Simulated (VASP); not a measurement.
Consider the following.

```
BaS
1.0
    0.00000     3.22805     3.22805
    3.22805     0.00000     3.22805
    3.22805     3.22805     0.00000
Ba S
1 1
Direct
  0.00000   0.00000   0.00000
  0.50000   0.50000   0.50000
```

All values below come from PBE GGA, VASP's PBE PAW potentials (set 64) (plane waves; VASP). Numerical set-up: 520 eV cut-off, Gaussian smearing of 0.050 eV, potentials Ba_sv S.

Unless said otherwise, spin-orbit coupling is left out, though it shifts the bands of the heavy elements here.

Task: What does the run give for the band gap (along the path) with the smallest direct gap where there is one?

Result: 
- band gap (along the path): 2.16 eV
- smallest direct gap (along the path): 2.31 eV

Only differences to runs with the same potentials and settings are physical.

The compound is BaS in the rock salt structure. It was relaxed first.
